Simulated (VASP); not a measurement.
Data:

```
CELL_PARAMETERS angstrom
      0.00000     3.14218     3.14218
      3.14218     0.00000     3.14218
      3.14218     3.14218     0.00000
ATOMIC_POSITIONS crystal
  Pb 0.00000 0.00000 0.00000
  Se 0.50000 0.50000 0.50000
```

Calculation: revTPSS meta-GGA, VASP's PBE PAW potentials (set 64) (plane waves; VASP 6.6.1). Run with 520 eV cut-off, 8×8×8 Γ-centred mesh, Gaussian smearing of 0.050 eV, potentials Pb_d Se.

Question: Give the stress tensor in GPa (positive for a compressed cell).

Answer: 
```
-2.54   0.00   0.00
 0.00  -2.54   0.00
 0.00   0.00  -2.54
```
The pressure is its mean diagonal, -2.54 GPa.

The compound is PbSe in the rock salt structure. This cell is one point of a volume scan, at 1.06 of the reference volume.
